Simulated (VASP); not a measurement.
**CsPbBr3: from the relaxed cell to its vibrations**

What lattice, stiffness and vibrations does CsPbBr3 have at one level of theory? The starting structure is a measured crystal structure from the Crystallography Open Database. All runs use LDA.

Main program and level: VASP 6.6.1; Kohn-Sham DFT with plane waves and PAW; LDA.

### Step 1. Starting point

The structure is cubic, space group Pm-3m (No. 221). Conventional cell: a = 5.870 Å, b = 5.870 Å, c = 5.870 Å, α = 90.00°, β = 90.00°, γ = 90.00°. Nearest to Pb lie 6 Br at 2.94 Å. Nearest to Cs lie 12 Br at 4.15 Å. Nearest to Br lie 2 Pb at 2.94 Å and 4 Cs at 4.15 Å. Farther neighbours and most contacts between anions are not listed.

### Step 2. Relaxation

This run starts from the cell of an earlier relaxation, which isn't shown; the restart sets up the plane waves anew.

Input file INCAR:

```
SYSTEM = CsPbBr3
PREC = Accurate
ENCUT = 500
EDIFF = 1E-07
NELM = 100
ISMEAR = 0
SIGMA = 0.03
LREAL = .FALSE.
ALGO = Normal
GGA = CA
NBANDS = 28
LORBIT = 11
LWAVE = .FALSE.
LCHARG = .FALSE.
KPAR = 8
IBRION = 2
NSW = 50
ISIF = 3
EDIFFG = -0.002
```

Input file POSCAR:

```
CsPbBr3
1.0
    5.7848932722      0.0000000000      0.0000000000
    0.0000000000      5.7848932722      0.0000000000
    0.0000000000      0.0000000000      5.7848932722
Pb Cs Br
1 1 3
Direct
    0.5000000000      0.5000000000      0.5000000000
    0.0000000000      0.0000000000      0.0000000000
    0.5000000000      0.5000000000      0.0000000000
    0.5000000000      0.0000000000      0.5000000000
    0.0000000000      0.5000000000      0.5000000000
```

Input file KPOINTS:

```
Automatic mesh
0
Gamma
4 4 4
0 0 0
```

PAW data sets: Pb_d, Cs_sv and Br (LDA family, release 64).

Launch:

```console
$ mpirun -np 8 vasp_std
```

Output:

```text
[banner, memory and clock lines left out]
running    8 mpi-ranks, on    1 nodes
 distrk:  each k-point on    1 cores,    8 groups
 distr:  one band on    1 cores,    1 groups

 POSCAR found type information on POSCAR PbCsBr
 POSCAR found :  3 types and       5 ions
|                                                                             |
|           W    W    AA    RRRRR   N    N  II  N    N   GGGG   !!!           |
|           W    W   A  A   R    R  NN   N  II  NN   N  G    G  !!!           |
|           W    W  A    A  R    R  N N  N  II  N N  N  G       !!!           |
|           W WW W  AAAAAA  RRRRR   N  N N  II  N  N N  G  GGG   !            |
|           WW  WW  A    A  R   R   N   NN  II  N   NN  G    G                |
|           W    W  A    A  R    R  N    N  II  N    N   GGGG   !!!           |
|                                                                             |
|     For optimal performance we recommend to set                             |
|       NCORE = 2 up to number-of-cores-per-socket                            |
|     NCORE specifies how many cores store one orbital (NPAR=cpu/NCORE).      |
|     This setting can greatly improve the performance of VASP for DFT.       |
|     The default, NCORE=1 might be grossly inefficient on modern             |
|     multi-core architectures or massively parallel machines. Do your        |
|     Unfortunately you need to use the default for GW and RPA                |
|     calculations (for HF NCORE is supported but not extensively tested      |
|     yet).                                                                   |
|                                                                             |

 LDA part: xc-table for (Slater(with rela. corr.)+CA(PZ))
 , standard interpolation
 POSCAR, INCAR and KPOINTS ok, starting setup
 FFT: planning ... GRIDC
 FFT: planning ... GRID_SOFT
 FFT: planning ... GRID
 WAVECAR not read
 entering main loop
       N       E                     dE             d eps       ncg     rms          rms(c)
DAV:   1     0.390355169115E+03    0.39036E+03   -0.18580E+04   560   0.137E+03
DAV:   2     0.321900982890E+02   -0.35817E+03   -0.34302E+03   640   0.316E+02
DAV:   3    -0.163758761909E+02   -0.48566E+02   -0.47985E+02   696   0.126E+02
DAV:   4    -0.182506779435E+02   -0.18748E+01   -0.18696E+01   664   0.302E+01
DAV:   5    -0.183139547404E+02   -0.63277E-01   -0.63208E-01   728   0.512E+00    0.455E+00
DAV:   6    -0.178604993667E+02    0.45346E+00   -0.76696E-01   800   0.885E+00    0.274E+00
DAV:   7    -0.178060100331E+02    0.54489E-01   -0.37322E-01   816   0.367E+00    0.956E-01
DAV:   8    -0.178042602970E+02    0.17497E-02   -0.50131E-02   776   0.184E+00    0.162E-01
DAV:   9    -0.178032160261E+02    0.10443E-02   -0.66433E-03   820   0.677E-01    0.882E-02
DAV:  10    -0.178032080630E+02    0.79631E-05   -0.51806E-04   720   0.150E-01    0.294E-02
DAV:  11    -0.178032117739E+02   -0.37109E-05   -0.72904E-05   828   0.648E-02    0.112E-02
DAV:  12    -0.178032111802E+02    0.59364E-06   -0.78469E-06   820   0.294E-02    0.553E-03
DAV:  13    -0.178032108455E+02    0.33476E-06   -0.11802E-06   804   0.103E-02    0.265E-03
DAV:  14    -0.178032107946E+02    0.50862E-07   -0.55655E-07   652   0.601E-03
   1 F= -.17803211E+02 E0= -.17803211E+02  d E =-.178032E+02
 curvature:   0.00 expect dE= 0.000E+00 dE for cont linesearch  0.000E+00
 trial: gam= 0.00000 g(F)=  0.000E+00 g(S)=  0.103E-05 ort = 0.000E+00 (trialstep = 0.100E+01)
 search vector abs. value=  0.103E-05
 reached required accuracy - stopping structural energy minimisation
```

Wall time 11 s (8 MPI ranks of Intel Xeon Platinum 8488C (Sapphire Rapids), shared host); peak memory 2.1 GiB; 79 s of CPU time.

The logs omit lines about the potential files and the build; timing stands in the text.

From OUTCAR (step 2):

```text
ion  position               nearest neighbor table
   1  0.500  0.500  0.500-   3 2.89   4 2.89   5 2.89   3 2.89   4 2.89   5 2.89
   2  0.000  0.000  0.000-
   3  0.500  0.500  0.000-   1 2.89   1 2.89
   4  0.500  0.000  0.500-   1 2.89   1 2.89
   5  0.000  0.500  0.500-   1 2.89   1 2.89

  LATTYP: Found a simple cubic cell.
 ALAT       =     5.7848932722

 Subroutine GETGRP returns: Found 48 space group operations
 (whereof 48 operations were pure point group operations)

The static configuration has the point symmetry O_h .

 Found     10 irreducible k-points:

   k-points           NKPTS =     10   k-points in BZ     NKDIM =     10   number of bands    NBANDS=     28

   dimension x,y,z NGX =    42 NGY =   42 NGZ =   42
   dimension x,y,z NGXF=    84 NGYF=   84 NGZF=   84

   ENCUT  =  500.0 eV  36.75 Ry    6.06 a.u.  10.55 10.55 10.55*2*pi/ulx,y,z

   NELECT =      44.0000    total number of electrons

 k-points in reciprocal lattice and weights: Automatic mesh
   0.00000000  0.00000000  0.00000000       0.016
   0.25000000  0.00000000  0.00000000       0.094
   0.50000000  0.00000000  0.00000000       0.047
   0.25000000  0.25000000  0.00000000       0.188
   0.50000000  0.25000000  0.00000000       0.188
   0.50000000  0.50000000  0.00000000       0.047
   0.25000000  0.25000000  0.25000000       0.125
   0.50000000  0.25000000  0.25000000       0.188
   0.50000000  0.50000000  0.25000000       0.094
   0.50000000  0.50000000  0.50000000       0.016

 average (electrostatic) potential at core
       1 -95.6566       2 -48.4717       3 -69.7978       4 -69.7978       5 -69.7978

 E-fermi :   1.8535

 k-point     1 :       0.0000    0.0000    0.0000
  band No.  band energies     occupation
    ...
     18      -0.7836      2.00000
     19      -0.7836      2.00000
     20      -0.6393      2.00000
     21      -0.6393      2.00000
     22      -0.6393      2.00000
     23       4.1256      0.00000
     24       5.2253      0.00000
     25       5.2253      0.00000
     26       6.0528      0.00000
     27       6.0528      0.00000
    ...

 k-point     2 :       0.2500    0.0000    0.0000
  band No.  band energies     occupation
    ...
     18      -0.8586      2.00000
     19      -0.8586      2.00000
     20      -0.7112      2.00000
     21      -0.7112      2.00000
     22      -0.6051      2.00000
     23       4.7609      0.00000
     24       5.6130      0.00000
     25       5.7194      0.00000
     26       5.8846      0.00000
     27       6.2664      0.00000
    ...

 k-point     3 :       0.5000    0.0000    0.0000
  band No.  band energies     occupation
    ...
     18      -0.9417      2.00000
     19      -0.9417      2.00000
     20      -0.7745      2.00000
     21      -0.7745      2.00000
     22       0.0970      2.00000
     23       4.0205      0.00000
     24       5.6753      0.00000
     25       6.2608      0.00000
     26       6.3632      0.00000
     27       6.6506      0.00000
    ...

  Total       -0.0059705     -0.0059705     -0.0059705      0.0000000      0.0000000      0.0000000
  in kB       -0.0494127     -0.0494127     -0.0494127      0.0000000      0.0000000      0.0000000
  external PRESSURE =      -0.0494127 kB  Pullay stress =       0.0000000 kB

  energy-cutoff  :      500.00
  volume of cell :      193.59
      direct lattice vectors                 reciprocal lattice vectors
     5.784893272  0.000000000  0.000000000     0.172864036  0.000000000  0.000000000
     0.000000000  5.784893272  0.000000000     0.000000000  0.172864036  0.000000000
     0.000000000  0.000000000  5.784893272     0.000000000  0.000000000  0.172864036

 POSITION                                       TOTAL-FORCE (eV/Angst)
 -----------------------------------------------------------------------------------
      2.89245      2.89245      2.89245         0.000000      0.000000      0.000000
      0.00000      0.00000      0.00000         0.000000      0.000000      0.000000
      2.89245      2.89245      0.00000         0.000000      0.000000      0.000000
      2.89245      0.00000      2.89245         0.000000      0.000000      0.000000
      0.00000      2.89245      2.89245         0.000000      0.000000      0.000000
 -----------------------------------------------------------------------------------
    total drift:                                0.000000     -0.000000     -0.000000

  FREE ENERGIE OF THE ION-ELECTRON SYSTEM (eV)
  ---------------------------------------------------
  free  energy   TOTEN  =       -17.8032107946 eV

  energy  without entropy=      -17.8032107946  energy(sigma->0) =      -17.80321079

 reached required accuracy - stopping structural energy minimisation

 total charge
# of ion       s       p       d       tot
------------------------------------------
    1        1.503   0.517   9.855  11.875
    2        1.826   4.685   0.014   6.525
    3        1.613   3.241   0.009   4.864
    4        1.613   3.241   0.009   4.864
    5        1.613   3.241   0.009   4.864
--------------------------------------------------
tot          8.168  14.926   9.898  32.992

[... 3 further parts left out ...]
```

CONTCAR:

```
CsPbBr3
   1.00000000000000
     5.7848932721999997    0.0000000000000000    0.0000000000000000
     0.0000000000000000    5.7848932721999997    0.0000000000000000
     0.0000000000000000    0.0000000000000000    5.7848932721999997
  Pb              Cs              Br
     1     1     3
Direct
     0.5000000000000000    0.5000000000000000    0.5000000000000000
     0.0000000000000000    0.0000000000000000    0.0000000000000000
     0.5000000000000000    0.5000000000000000    0.0000000000000000
     0.5000000000000000    0.0000000000000000    0.5000000000000000
     0.0000000000000000    0.5000000000000000    0.5000000000000000
```

The run keeps the 48 symmetry operations of its start, so it cannot find a distortion of lower symmetry.

The relaxed cell holds 38.718 Å³ an atom, with a = 5.785 Å (-1.4 % against the database cell). Pressures at 0.985 and 1.015 times this volume, from two more relaxations that aren't shown, give a bulk modulus of 25.4 GPa.

### Step 3. Elastic constants

Input file INCAR:

```
SYSTEM = CsPbBr3
PREC = Accurate
ENCUT = 700
EDIFF = 1E-08
NELM = 100
ISMEAR = 0
SIGMA = 0.03
LREAL = .FALSE.
ALGO = Normal
GGA = CA
NBANDS = 28
LORBIT = 11
LWAVE = .FALSE.
LCHARG = .FALSE.
KPAR = 8
IBRION = 6
NFREE = 2
POTIM = 0.015
ISIF = 3
NSW = 1
```

POSCAR is that of step 2.

Input file KPOINTS:

```
Automatic mesh
0
Gamma
6 6 6
0 0 0
```

Launch:

```console
$ mpirun -np 8 vasp_std
```

Output:

```text
[banner, memory and clock lines left out]
running    8 mpi-ranks, on    1 nodes
[...]
[... a notice as in an earlier step ...]

 LDA part: xc-table for (Slater(with rela. corr.)+CA(PZ))
 , standard interpolation
 POSCAR, INCAR and KPOINTS ok, starting setup
[...]
entering main loop
       N       E                     dE             d eps       ncg     rms          rms(c)
DAV:   1     0.438105451469E+03    0.43811E+03   -0.22194E+04  1120   0.177E+03
DAV:   2     0.384280350517E+02   -0.39968E+03   -0.38497E+03  1296   0.353E+02
DAV:   3    -0.160430909577E+02   -0.54471E+02   -0.53794E+02  1424   0.137E+02
DAV:   4    -0.182695969792E+02   -0.22265E+01   -0.22193E+01  1372   0.318E+01
[...]
DAV:  14    -0.178449366619E+02    0.53034E-07   -0.75790E-07  1680   0.653E-03    0.108E-03
DAV:  15    -0.178449366485E+02    0.13383E-07   -0.77194E-08  1452   0.211E-03    0.593E-04
DAV:  16    -0.178449366476E+02    0.98635E-09   -0.74029E-09   756   0.770E-04
   1 F= -.17844937E+02 E0= -.17844937E+02  d E =-.134990E-14
[...]
2 F= -.17834868E+02 E0= -.17834868E+02  d E =-.324046E-13
   3 F= -.17838493E+02 E0= -.17838493E+02  d E =-.594085E-23
   4 F= -.17834868E+02 E0= -.17834868E+02  d E =-.324723E-13
   5 F= -.17838493E+02 E0= -.17838493E+02  d E =-.594791E-23
   6 F= -.17834868E+02 E0= -.17834868E+02  d E =-.324734E-13
   7 F= -.17838493E+02 E0= -.17838493E+02  d E =-.594956E-23
   8 F= -.17844432E+02 E0= -.17844432E+02  d E =-.118081E-14
   9 F= -.17844432E+02 E0= -.17844432E+02  d E =-.118664E-14
  10 F= -.17844432E+02 E0= -.17844432E+02  d E =-.118725E-14
  11 F= -.17844432E+02 E0= -.17844432E+02  d E =-.118866E-14
  12 F= -.17844432E+02 E0= -.17844432E+02  d E =-.118728E-14
  13 F= -.17844432E+02 E0= -.17844432E+02  d E =-.118617E-14
  14 F= -.17844631E+02 E0= -.17844631E+02  d E =-.139918E-14
  15 F= -.17844631E+02 E0= -.17844631E+02  d E =-.139234E-14
  16 F= -.17844938E+02 E0= -.17844938E+02  d E =-.130641E-14
  17 F= -.17844938E+02 E0= -.17844938E+02  d E =-.130305E-14
  18 F= -.17844935E+02 E0= -.17844935E+02  d E =-.116263E-14
  19 F= -.17844935E+02 E0= -.17844935E+02  d E =-.116213E-14
  20 F= -.17844593E+02 E0= -.17844593E+02  d E =-.125355E-14
  21 F= -.17844593E+02 E0= -.17844593E+02  d E =-.125333E-14
 Finite differences progress:
  Degree of freedom:  10/ 10
  Displacement:        2/  2
  Total:              20/ 20
```

Run time: 14 min. Hardware: 8 MPI ranks; peak memory 9.1 GiB.

From OUTCAR (step 3):

```text
  Total       -0.1537924     -0.1537924     -0.1487297      0.0000000     -0.0000000      0.0000000
  in kB       -1.2727976     -1.2727976     -1.2308983      0.0000000     -0.0000000      0.0000000
  external PRESSURE =      -1.2588312 kB  Pullay stress =       0.0000000 kB

 POSITION                                       TOTAL-FORCE (eV/Angst)
 -----------------------------------------------------------------------------------
      2.89245      2.89245      2.89245        -0.000000      0.000000     -0.038825
      0.00000      0.00000      0.00000         0.000000      0.000000     -0.001410
      2.89245      2.89245     -0.01500         0.000000      0.000000      0.045777
      2.89245      0.00000      2.89245        -0.000000      0.000000     -0.002771
      0.00000      2.89245      2.89245         0.000000      0.000000     -0.002771
 -----------------------------------------------------------------------------------
    total drift:                               -0.000004     -0.000000      0.000030

  FREE ENERGIE OF THE ION-ELECTRON SYSTEM (eV)
  ---------------------------------------------------
  free  energy   TOTEN  =       -17.8445927884 eV

  energy  without entropy=      -17.8445927884  energy(sigma->0) =      -17.84459279

[... 3 further parts left out ...]
[key lines of the parts left out:]
E-fermi :   1.8385
```

The last energy, forces and stress in OUTCAR belong to the last displaced cell, not to that of POSCAR.

The elastic tensor has C11 = 60.9, C12 = 7.0, C44 = 3.7 GPa; its Hill averages are a bulk modulus of 25.0 and a shear modulus of 9.3 GPa.

### Step 4. Modes of the relaxed cell

Input file INCAR:

```
SYSTEM = CsPbBr3
PREC = Accurate
ENCUT = 500
EDIFF = 1E-08
NELM = 100
ISMEAR = 0
SIGMA = 0.03
LREAL = .FALSE.
ALGO = Normal
GGA = CA
NBANDS = 28
LORBIT = 11
LWAVE = .FALSE.
LCHARG = .FALSE.
KPAR = 8
IBRION = 8
LEPSILON = .TRUE.
LPEAD = .TRUE.
ISIF = 2
```

POSCAR is that of step 3.

KPOINTS is that of step 3.

Launch:

```console
$ mpirun -np 8 vasp_std
```

Output:

```text
[... set-up lines as in an earlier step ...]
 entering main loop
       N       E                     dE             d eps       ncg     rms          rms(c)
DAV:   1     0.394626111200E+03    0.39463E+03   -0.18707E+04  1120   0.138E+03
DAV:   2     0.274926155975E+02   -0.36713E+03   -0.35457E+03  1332   0.317E+02
DAV:   3    -0.167648069886E+02   -0.44257E+02   -0.43878E+02  1392   0.118E+02
DAV:   4    -0.182890373341E+02   -0.15242E+01   -0.15194E+01  1396   0.280E+01
[...]
DAV:  14    -0.178447789494E+02    0.61442E-07   -0.78968E-07  1652   0.641E-03    0.109E-03
DAV:  15    -0.178447789342E+02    0.15182E-07   -0.79402E-08  1548   0.207E-03    0.625E-04
DAV:  16    -0.178447789334E+02    0.85674E-09   -0.71839E-09   784   0.726E-04
   1 F= -.17844779E+02 E0= -.17844779E+02  d E =-.140505E-14
 Linear response reoptimize wavefunctions to high precision
DAV:   1    -0.178447789336E+02   -0.18599E-09   -0.21220E-09   804   0.406E-04
DAV:   2    -0.178447789336E+02   -0.46384E-10   -0.57385E-10   752   0.169E-04
 Linear response to external field (no local field effect), progress :
[...]
RMM:  12    -0.149030377984E+00   -0.62464E-09   -0.36869E-08  6946   0.136E-04    0.237E-06
 first order change of Fermi-energy  -0.14127E-04
 force on displaced ion       3 direction 1 :  -0.027   0.000   0.000
 Born effective charge ion    3 direction 1 :  -0.701   0.000   0.000
 Linear response progress:
  Degree of freedom:   4/  4
       N       E                     dE             d eps       ncg     rms          rms(c)
RMM:   1    -0.149271821812E+00   -0.14927E+00    0.99329E-02  4503   0.135E+00
RMM:   2    -0.148445943155E+00    0.82588E-03   -0.33171E-03  3646   0.363E-01    0.115E-01
RMM:   3    -0.148901455122E+00   -0.45551E-03   -0.75046E-04  3818   0.149E-01    0.514E-02
RMM:   4    -0.149299383272E+00   -0.39793E-03   -0.13829E-04  3716   0.554E-02    0.889E-03
[...]
RMM:  16    -0.149343529900E+00    0.48638E-08    0.34703E-07  3603   0.826E-05    0.139E-07
RMM:  17    -0.149343530455E+00   -0.55495E-09    0.37055E-07  3465   0.821E-05    0.105E-07
RMM:  18    -0.149343530766E+00   -0.31080E-09    0.37244E-07  3459   0.818E-05    0.542E-08
 first order change of Fermi-energy  -0.25051E-03
 force on displaced ion       3 direction 3 :  -0.000  -0.000  -3.064
 Born effective charge ion    3 direction 3 :   0.000   0.000  -4.320
 Born effective charges drift removed
 Linear response finished
```

Wall time 6.5 min (8 MPI ranks); peak memory 7.8 GiB; 51 min of CPU time.

Parts of OUTCAR (step 4):

```text
  Total       -0.1706528     -0.1706528     -0.1706528     -0.0000000     -0.0000000      0.0000000
  in kB       -1.4123358     -1.4123358     -1.4123358     -0.0000000     -0.0000000      0.0000000
  external PRESSURE =      -1.4123358 kB  Pullay stress =       0.0000000 kB

 MACROSCOPIC STATIC DIELECTRIC TENSOR (including local field effects in DFT)
 ------------------------------------------------------
           5.196400     0.000000     0.000000
           0.000000     5.196400     0.000000
          -0.000000     0.000000     5.196400
 ------------------------------------------------------

 MACROSCOPIC STATIC DIELECTRIC TENSOR IONIC CONTRIBUTION
 ------------------------------------------------------
           6.544601     0.000000     0.000000
          -0.000000     6.544601    -0.000000
          -0.000000    -0.000000     6.544601
 ------------------------------------------------------

[... 3 parts as in an earlier step ...]
```

The zone-centre modes at 38.718 Å³ an atom are T1u (3) 116.1, T1u (2) 32.5, T2u -7.3, T1u (1) -21.8 cm⁻¹.

(Continued in part 2 of 2.)

[Lines on the potential files, build, host, timing and source positions are cut from VASP's logs without a mark.]

[Logs are printed without paths, hosts, clocks, repeated set-up lines and the standing remarks that a program may print on its own settings, such as how far it seeks lower states.]

[Hosts, paths, dates, database ids (printed as entryN), source tags and the programs' standing remarks are cut or masked in the printed files.]
